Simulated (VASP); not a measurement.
# Ca3ZrN3 (P6_3/m) in VASP: notebook

The runs below take Ca3ZrN3 through relaxation of cell and atoms, with PBE.

Program: VASP 6.6.1. These are calculated values, not measurements. Logs are shortened: lines on timing, memory, paths and dates and some standing lists are left out, and cuts for length are marked.

## (1) The structure

It takes space group P6_3/m (No. 176, hexagonal). The conventional cell has a = 7.898 Å, b = 7.898 Å, c = 5.007 Å, α = 90.00°, β = 90.00°, γ = 120.00°. Around Ca (site symmetry m) lie 4 N at 2.39 to 2.52 Å. Zr (site symmetry -6) is surrounded by 3 N at 2.05 Å. N (site symmetry m) is surrounded by 1 Zr at 2.05 Å.

The cell was built by a generator and needn't be a form met in nature.

## (2) Relaxation of cell and atoms, PBE

The input, INCAR:

```
SYSTEM = Ca3ZrN3
  PREC = Accurate
  ENCUT = 520
  EDIFF = 1E-6
  ISMEAR = 0
  SIGMA = 0.1
  LREAL = .FALSE.
  LASPH = .TRUE.
  NELM = 120
  ALGO = Normal
  ISIF = 3
  LWAVE = .FALSE.
  LCHARG = .FALSE.
  GGA = PE
  IBRION = 2
  NSW = 90
  EDIFFG = -0.01
  KPAR = 8
```

The input, KPOINTS:

```
regular mesh
0
G
  4 4 6
  0 0 0
```

The input, POSCAR:

```
Ca3ZrN3
1.0
    7.8980568800      0.0000000000      0.0000000000
   -3.9490284400      6.8399179000      0.0000000000
    0.0000000000      0.0000000000      5.0070000000
Ca Zr N
6 2 6
Direct
    0.6718840100      0.7978070200      0.7500000000
    0.1259230100      0.3281159900      0.7500000000
    0.2021929800      0.8740769900      0.7500000000
    0.3281159900      0.2021929800      0.2500000000
    0.7978070200      0.1259230100      0.2500000000
    0.8740769900      0.6718840100      0.2500000000
    0.6666666700      0.3333333300      0.7500000000
    0.3333333300      0.6666666700      0.2500000000
    0.3698821200      0.2236842100      0.7500000000
    0.7763157900      0.1461979000      0.7500000000
    0.8538021000      0.6301178800      0.7500000000
    0.1461979000      0.3698821200      0.2500000000
    0.6301178800      0.7763157900      0.2500000000
    0.2236842100      0.8538021000      0.2500000000
```

Potentials or basis: VASP PAW PBE potentials, release 64 (Ca_sv, Zr_sv, N).

Launch:

```
> cat potpaw_PBE.64/Ca_sv/POTCAR potpaw_PBE.64/Zr_sv/POTCAR potpaw_PBE.64/N/POTCAR > POTCAR
> mpirun -np 8 vasp_std > vasp.out
```

OUTCAR:

```text
SYSTEM = Ca3ZrN3
   PREC = Accurate
   ENCUT = 520
   EDIFF = 1E-6
   ISMEAR = 0
   LREAL = .FALSE.
   LASPH = .TRUE.
   NELM = 120
   ISIF = 3
   GGA = PE
   IBRION = 2
   NSW = 90
   EDIFFG = -0.01

 ion  position               nearest neighbor table
   1  0.672  0.798  0.750-  11 2.39  10 2.45   8 3.42   8 3.42
   2  0.126  0.328  0.750-  10 2.39   9 2.45   8 3.42   8 3.42
   3  0.202  0.874  0.750-   9 2.39  11 2.45   8 3.42   8 3.42
   4  0.328  0.202  0.250-  12 2.39  14 2.45   7 3.42   7 3.42
   5  0.798  0.126  0.250-  13 2.39  12 2.45   7 3.42   7 3.42
   6  0.874  0.672  0.250-  14 2.39  13 2.45   7 3.42   7 3.42
   7  0.667  0.333  0.750-   9 2.05  10 2.05  11 2.05   5 3.42   5 3.42   6 3.42   6 3.42   4 3.42
                             4 3.42
   8  0.333  0.667  0.250-  13 2.05  14 2.05  12 2.05   3 3.42   3 3.42   2 3.42   2 3.42   1 3.42
                             1 3.42
   9  0.370  0.224  0.750-   7 2.05   3 2.39   2 2.45
  10  0.776  0.146  0.750-   7 2.05   2 2.39   1 2.45
  11  0.854  0.630  0.750-   7 2.05   1 2.39   3 2.45
  12  0.146  0.370  0.250-   8 2.05   4 2.39   5 2.45
  13  0.630  0.776  0.250-   8 2.05   5 2.39   6 2.45
  14  0.224  0.854  0.250-   8 2.05   6 2.39   4 2.45

  LATTYP: Found a hexagonal cell.
 ALAT       =     7.8980568800
 C/A-ratio  =     0.6339533984

  Lattice vectors:

 A1 = (   7.8980568800,   0.0000000000,   0.0000000000)
 A2 = (  -3.9490284400,   6.8399179000,   0.0000000000)
 A3 = (   0.0000000000,   0.0000000000,   5.0070000000)

Analysis of symmetry for initial positions (statically):
=====================================================================
 Subroutine PRICEL returns:
 Original cell was already a primitive cell.

 Routine SETGRP: Setting up the symmetry group for a
 hexagonal supercell.

 Subroutine GETGRP returns: Found 12 space group operations
 (whereof  6 operations were pure point group operations)
 out of a pool of 24 trial point group operations.

The static configuration has the point symmetry S_6 .
 The point group associated with its full space group is C_6h.

Analysis of symmetry for dynamics (positions and initial velocities):
=====================================================================
 Subroutine PRICEL returns:
 Original cell was already a primitive cell.

 Routine SETGRP: Setting up the symmetry group for a
 hexagonal supercell.

 Subroutine GETGRP returns: Found 12 space group operations
 (whereof  6 operations were pure point group operations)
 out of a pool of 24 trial point group operations.

The dynamic configuration has the point symmetry S_6 .
 The point group associated with its full space group is C_6h.

 Subroutine INISYM returns: Found 12 space group operations
 (whereof  6 operations are pure point group operations),
 and found     1 'primitive' translations

----------------------------------------------------------------------------------------

                                     Primitive cell

  volume of cell :     270.4885

  direct lattice vectors                    reciprocal lattice vectors
     7.898056880  0.000000000  0.000000000     0.126613421  0.073100293  0.000000000
    -3.949028440  6.839917900  0.000000000     0.000000000  0.146200585  0.000000000
     0.000000000  0.000000000  5.007000000     0.000000000  0.000000000  0.199720391

  length of vectors
     7.898056880  7.898056881  5.007000000     0.146200585  0.146200585  0.199720391

  position of ions in fractional coordinates (direct lattice)
     0.671884010  0.797807020  0.750000000
     0.125923010  0.328115990  0.750000000
     0.202192980  0.874076990  0.750000000
     0.328115990  0.202192980  0.250000000
     0.797807020  0.125923010  0.250000000
     0.874076990  0.671884010  0.250000000
     0.666666670  0.333333330  0.750000000
     0.333333330  0.666666670  0.250000000
     0.369882120  0.223684210  0.750000000
     0.776315790  0.146197900  0.750000000
     0.853802100  0.630117880  0.750000000
     0.146197900  0.369882120  0.250000000
     0.630117880  0.776315790  0.250000000
     0.223684210  0.853802100  0.250000000

  ion indices of the primitive-cell ions
   primitive index   ion index
                 1           1
                 2           2
                 3           3
                 4           4
                 5           5
                 6           6
                 7           7
                 8           8
                 9           9
                10          10
                11          11
                12          12
                13          13
                14          14

----------------------------------------------------------------------------------------

 KPOINTS: regular mesh

Automatic generation of k-mesh.
 Grid dimensions read from file:
 generate k-points for:    4    4    6

 Generating k-lattice:

  Cartesian coordinates                     Fractional coordinates (reciprocal lattice)
     0.031653355  0.018275073  0.000000000     0.250000000  0.000000000  0.000000000
     0.000000000  0.036550146  0.000000000     0.000000000  0.250000000  0.000000000
     0.000000000  0.000000000  0.033286732     0.000000000  0.000000000  0.166666667

  Length of vectors
     0.036550146  0.036550146  0.033286732

  Shift w.r.t. Gamma in fractional coordinates (k-lattice)
     0.000000000  0.000000000  0.000000000

 Subroutine IBZKPT returns following result:
 ===========================================

 Found     16 irreducible k-points:

 Following reciprocal coordinates:
            Coordinates               Weight
  0.000000  0.000000  0.000000      1.000000
  0.250000  0.000000  0.000000      6.000000
  0.500000  0.000000  0.000000      3.000000
  0.250000  0.250000  0.000000      6.000000
  0.000000  0.000000  0.166667      2.000000
  0.250000  0.000000  0.166667     12.000000
[... 8 lines left out ...]
  0.500000  0.000000  0.500000      3.000000
  0.250000  0.250000  0.500000      6.000000
   k-points           NKPTS =     16   k-points in BZ     NKDIM =     16   number of bands    NBANDS=     68
   number of dos      NEDOS =    301   number of ions     NIONS =     14
   total plane-waves  NPLWV = 144000
   dimension x,y,z NGX =    60 NGY =   60 NGZ =   40
   dimension x,y,z NGXF=   120 NGYF=  120 NGZF=   80
   ions per type =               6   2   6
   NGX,Y,Z   is equivalent  to a cutoff of  12.63, 12.63, 13.28 a.u.
   NGXF,Y,Z  is equivalent  to a cutoff of  25.26, 25.26, 26.56 a.u.
 SYSTEM =  Ca3ZrN3
   PREC   = accura    normal or accurate (medium, high low for compatibility)
   ISTART =      0    job   : 0-new  1-cont  2-samecut
   ICHARG =      2    charge: 1-file 2-atom 10-const
   ISPIN  =      1    spin polarized calculation?
   LNONCOLLINEAR =      F non collinear calculations
   LSORBIT =      F    spin-orbit coupling
   LASPH  =      T    aspherical Exc in radial PAW
   ENCUT  =  520.0 eV  38.22 Ry    6.18 a.u.  14.69 14.69  9.31*2*pi/ulx,y,z
   NELM   =    120;   NELMIN=  2; NELMDL= -5     # of ELM steps
   EDIFF  = 0.1E-05   stopping-criterion for ELM
   LREAL  =      F    real-space projection
   EDIFFG = -.1E-01   stopping-criterion for IOM
   NSW    =     90    number of steps for IOM
   IBRION =      2    ionic relax: 0-MD 1-quasi-New 2-CG
   NFREE  =      1    steps in history (QN), initial steepest desc. (CG)
   ISIF   =      3    stress and relaxation
   ISYM   =      2    0-nonsym 1-usesym 2-fastsym
   POTIM  = 0.5000    time-step for ionic-motion
   TEBEG  =    0.0;   TEEND  =   0.0 temperature during run
   PSTRESS=    0.0 pullay stress
   NELECT =     114.0000    total number of electrons
   NUPDOWN=      -1.0000    fix difference up-down
   EMIN   =  10.00;   EMAX   =-10.00  energy-range for DOS
   EFERMI =   0.00;   METHOD = LEGACY
   ISMEAR =     0;   SIGMA  =   0.10  broadening in eV -4-tet -1-fermi 0-gaus
   EFERMI_NEDOS =   21; number of points for ismear=-14 and -15
   IALGO  =     38    algorithm
   IMIX   =      4    mixing-type and parameters
     AMIX     =   0.40;   BMIX     =  1.00
     AMIX_MAG =   1.60;   BMIX_MAG =  1.00
  volume/ion in A,a.u.               =      19.32       130.38
  Fermi-wavevector in a.u.,A,eV,Ry     =   1.227421  2.319489 20.498023  1.506562
  Thomas-Fermi vector in A             =   2.362385
   LORBIT       =      0    0 simple, 1 ext, 2 COOP (PROOUT), +10 PAW based schemes
   GGA     = PE    functional components
   LHFCALC =     F    Hartree Fock is set to
   AEXX    =    0.0000 exact exchange contribution
   IVDW    =     0    specifies the selected vdW correction
   LEPSILON=     F    determine dielectric tensor
   LRPA    =     F    only Hartree local field effects (RPA)
 conjugate gradient relaxation of ions
 non-spin polarized calculation
 Gauss-broadening in eV      SIGMA  =   0.10
  energy-cutoff  :      520.00
  volume of cell :      270.49
 maximum number of plane-waves:      7305
 NGX is ok and might be reduce to    60
   NGX = 29   NGY = 29   NGZ = 19

--------------------------------------- Ionic step        1  -------------------------------------------

 number of electron     113.9999996 magnetization

 Free energy of the ion-electron system (eV)
  ---------------------------------------------------
  ext. energy  EPLUGINS =         0.00000000
  ---------------------------------------------------
  free energy    TOTEN  =       -92.10898263 eV

  energy without entropy =      -92.10722662  energy(sigma->0) =      -92.10810462

------------------------ aborting loop because EDIFF is reached ----------------------------------------

  FORCE on cell =-STRESS in cart. coord.  units (eV):
  Direction    XX          YY          ZZ          XY          YZ          ZX
  --------------------------------------------------------------------------------------
  -------------------------------------------------------------------------------------
  Total        0.9053911      0.9053911     -0.4441096     -0.0000004      0.0000000      0.0000000
  in kB        5.3628800      5.3628800     -2.6305833     -0.0000022      0.0000000      0.0000000
  external PRESSURE =       2.6983923 kB  Pullay stress =       0.0000000 kB
[... 125 lines left out ...]
  FREE ENERGIE OF THE ION-ELECTRON SYSTEM (eV)
  ---------------------------------------------------
  free  energy   TOTEN  =       -92.1118590803 eV

  energy  without entropy=      -92.1100824350  energy(sigma->0) =      -92.11097076

[... ionic steps 4 to 22 ...]

--------------------------------------- Ionic step       23  -------------------------------------------

 number of electron     114.0000002 magnetization

------------------------ aborting loop because EDIFF is reached ----------------------------------------
[... 91 lines left out ...]
--------------------------------------- Ionic step       25  -------------------------------------------

 number of electron     113.9999999 magnetization

 Free energy of the ion-electron system (eV)
  ---------------------------------------------------
  ext. energy  EPLUGINS =         0.00000000
  ---------------------------------------------------
  free energy    TOTEN  =       -92.12048458 eV

  energy without entropy =      -92.11639946  energy(sigma->0) =      -92.11844202

 E-fermi :   3.2438     XC(G=0):  -9.3882

 val. band max:        3.2365896354   @ k =   0.0000   0.0000   0.0000
 cond. band min:       3.3145818975   @ k =   0.0000   0.0000   0.3333
 fundamental gap:      0.0779922621
 Fermi energy:         3.2437838667

 k-point     1 :       0.0000    0.0000    0.0000
  band No.  band energies     occupation
      1     -44.4956      2.00000
      2     -44.4955      2.00000
      3     -36.1795      2.00000
      4     -36.1556      2.00000
      5     -36.1556      2.00000
      6     -36.1217      2.00000
[... 1166 lines left out ...]
  FREE ENERGIE OF THE ION-ELECTRON SYSTEM (eV)
  ---------------------------------------------------
  free  energy   TOTEN  =       -92.1204845850 eV

  energy  without entropy=      -92.1163994574  energy(sigma->0) =      -92.11844202

 reached required accuracy - stopping structural energy minimisation
```

Wall time 11 min (8 MPI ranks of Intel Xeon Platinum 8488C (Sapphire Rapids), shared host); peak memory 0.57 GiB.

What came out:

```yaml
Free_energy: -92.1205 eV
Relaxed_volume: 19.52 Å³/atom
Relaxed_cell: a = 7.955 Å, b = 7.955 Å, c = 4.985 Å, α = 90.00°, β = 90.00°, γ = 120.00°
Space_group_after_relaxing_to_0.05_Å: P6_3/m (No. 176)
Energy_gained_by_relaxing: 0.8 meV/atom
Ionic_steps: 25
Pressure_after_relaxing: 0.0 GPa
Largest_force_after_relaxing: 0.009 eV/Å
Band_gap_on_the_k_mesh: none (metal or under the smearing width)
```

Forces on the atoms (eV/Å):
```
Ca   0.003 -0.002  0.000
Ca  -0.003 -0.002  0.000
Ca   0.000  0.003  0.000
Ca  -0.003  0.002  0.000
Ca   0.000 -0.003  0.000
Ca   0.003  0.002  0.000
Zr   0.000  0.000  0.000
Zr   0.000  0.000  0.000
N   -0.005 -0.007  0.000
N    0.009 -0.001  0.000
N   -0.004  0.008  0.000
N    0.004 -0.008  0.000
N    0.005  0.007  0.000
N   -0.009  0.001  0.000
```

Step by step:
```tsv
step	energy change (eV)	largest force (eV/Å)	pressure (GPa)	volume (Å³)
1	0.0000	0.0684	0.27	270.49
2	-0.0023	0.1047	-0.30	271.76
3	-0.0029	0.0605	-0.13	271.37
4	-0.0046	0.0439	-0.03	271.14
5	-0.0053	0.0257	0.08	270.87
6	-0.0056	0.0136	0.01	271.27
7	-0.0057	0.0144	-0.01	271.38
8	-0.0058	0.0129	-0.02	271.41
9	-0.0062	0.0165	-0.03	271.51
10	-0.0065	0.0342	-0.07	271.70
11	-0.0066	0.0343	-0.05	271.67
12	-0.0068	0.0344	-0.02	271.61
13	-0.0070	0.0351	0.06	271.49
14	-0.0069	0.0531	0.22	271.24
15	-0.0070	0.0355	0.12	271.40
16	-0.0071	0.0353	0.12	271.42
17	-0.0075	0.0334	0.12	271.50
18	-0.0081	0.0305	0.11	271.64
19	-0.0091	0.0243	0.09	271.94
20	-0.0106	0.0169	0.04	272.52
21	-0.0107	0.0364	-0.10	273.70
22	-0.0111	0.0231	-0.03	273.14
23	-0.0114	0.0102	0.00	273.07
24	-0.0115	0.0114	0.03	273.03
25	-0.0115	0.0090	0.00	273.24
```

Final structure:
```
Ca Zr N
1.0
     7.95550    0.00000    0.00000
    -3.97775    6.88966    0.00000
     0.00000    0.00000    4.98516
Ca Zr N
6 2 6
Cartesian
  2.1372 5.5804 3.7389
  -0.2136 2.2486 3.7389
  -1.9236 5.9503 3.7389
  1.8405 1.3092 1.2463
  5.9014 0.9393 1.2463
  4.1913 4.6411 1.2463
  3.9777 2.2966 3.7389
  0.0000 4.5931 1.2463
  2.1001 1.4556 3.7389
  5.6449 1.0910 3.7389
  4.1882 4.3431 3.7389
  -0.2105 2.5465 1.2463
  1.8776 5.4341 1.2463
  -1.6671 5.7987 1.2463
```

## (3) Relaxation of cell and atoms, PBE

This run uses another cell than the first one, of 19.52 Å³/atom, 1.010 times its volume.

INCAR, as its differences from that of step 2:

```diff
@@ -3,3 +3,3 @@
   ENCUT = 520
-  EDIFF = 1E-6
+  EDIFF = 1E-7
   ISMEAR = 0
@@ -15,4 +15,5 @@
   IBRION = 2
-  NSW = 90
-  EDIFFG = -0.01
+  NSW = 60
+  EDIFFG = -0.005
+  POTIM = 0.3
   KPAR = 8
```

KPOINTS is that of step 2.

The input, POSCAR:

```
Ca3ZrN3                                 
1.0
    7.9554952549      0.0000016778      0.0000000000
   -3.9777490805      6.8896601529      0.0000000000
   -0.0000000000     -0.0000000000      4.9851628130
  Ca              Zr              N             
     6     2     6
Direct
     0.6736311272580133    0.8099707498693300    0.7500000000000000
     0.1363396226113189    0.3263688727419860    0.7500000000000000
     0.1900292501306678    0.8636603773886838    0.7500000000000000
     0.3263688727419867    0.1900292501306700    0.2500000000000000
     0.8099707498693323    0.1363396226113161    0.2500000000000000
     0.8636603773886807    0.6736311272580142    0.2500000000000000
     0.6666666699999979    0.3333333300000021    0.7500000000000000
     0.3333333300000021    0.6666666699999979    0.2500000000000000
     0.3696174064843573    0.2112673417856427    0.7500000000000000
     0.7887326582143601    0.1583500546987107    0.7500000000000000
     0.8416499453012833    0.6303825935156455    0.7500000000000000
     0.1583500546987167    0.3696174064843542    0.2500000000000000
     0.6303825935156427    0.7887326582143575    0.2500000000000000
     0.2112673417856399    0.8416499453012892    0.2500000000000000
```

Potentials or basis: VASP PAW PBE potentials, release 64 (Ca_sv, Zr_sv, N).

Launch:

```
> cat potpaw_PBE.64/Ca_sv/POTCAR potpaw_PBE.64/Zr_sv/POTCAR potpaw_PBE.64/N/POTCAR > POTCAR
> mpirun -np 8 vasp_std > vasp.out
```

It took 80 s on 8 MPI ranks of Intel Xeon Platinum 8488C (Sapphire Rapids), shared host; peak memory 0.52 GiB.

Results (log left out):

```yaml
Free_energy: -92.1221 eV
Energy_gained_by_relaxing: 0.0 meV/atom
Ionic_steps: 2
Pressure_after_relaxing: 0.0 GPa
Largest_force_after_relaxing: 0.004 eV/Å
Band_gap_on_the_k_mesh: none (metal or under the smearing width)
```

Forces in eV/Å, atoms in the order of the input:
```
Ca   0.002 -0.001  0.000
Ca  -0.002 -0.001  0.000
Ca   0.000  0.003  0.000
Ca  -0.002  0.001  0.000
Ca   0.000 -0.003  0.000
Ca   0.002  0.001  0.000
Zr   0.000  0.000  0.000
Zr   0.000  0.000  0.000
N   -0.001 -0.004  0.000
N    0.004  0.001  0.000
N   -0.003  0.003  0.000
N    0.003 -0.003  0.000
N    0.001  0.004  0.000
N   -0.004 -0.001  0.000
```

Final structure:
```yaml
crystal:
  lattice:
    - [7.95552, 0.00000, 0.00000]
    - [-3.97776, 6.88968, 0.00000]
    - [0.00000, 0.00000, 4.98507]
  atoms:
    - { symbol: Ca, position: [0.67364, 0.80996, 0.75000] }
    - { symbol: Ca, position: [0.13633, 0.32636, 0.75000] }
    - { symbol: Ca, position: [0.19004, 0.86367, 0.75000] }
    - { symbol: Ca, position: [0.32636, 0.19004, 0.25000] }
    - { symbol: Ca, position: [0.80996, 0.13633, 0.25000] }
    - { symbol: Ca, position: [0.86367, 0.67364, 0.25000] }
    - { symbol: Zr, position: [0.66667, 0.33333, 0.75000] }
    - { symbol: Zr, position: [0.33333, 0.66667, 0.25000] }
    - { symbol: N, position: [0.36958, 0.21124, 0.75000] }
    - { symbol: N, position: [0.78876, 0.15835, 0.75000] }
    - { symbol: N, position: [0.84165, 0.63042, 0.75000] }
    - { symbol: N, position: [0.15835, 0.36958, 0.25000] }
    - { symbol: N, position: [0.63042, 0.78876, 0.25000] }
    - { symbol: N, position: [0.21124, 0.84165, 0.25000] }
```

Levels at points of the mesh, in eV from the Fermi level:
| k point | band 53 | band 54 | band 55 | band 56 | band 57 | band 58 | band 59 | band 60 | band 61 | band 62 |
| --- | --- | --- | --- | --- | --- | --- | --- | --- | --- | --- |
| (0.00, 0.00, 0.00) | -0.94 | -0.94 | -0.67 | -0.54 | -0.54 | -0.01 | 1.94 | 2.19 | 2.74 | 2.74 |
| (0.50, 0.00, 0.00) | -0.92 | -0.88 | -0.72 | -0.65 | -0.54 | -0.23 | 1.79 | 1.86 | 2.40 | 2.88 |
| (0.00, 0.00, 0.50) | -1.01 | -1.01 | -0.51 | -0.51 | 0.95 | 0.95 | 1.36 | 1.36 | 2.35 | 2.35 |
| (0.50, 0.00, 0.50) | -0.91 | -0.91 | -0.82 | -0.82 | 1.12 | 1.12 | 1.35 | 1.35 | 2.30 | 2.30 |
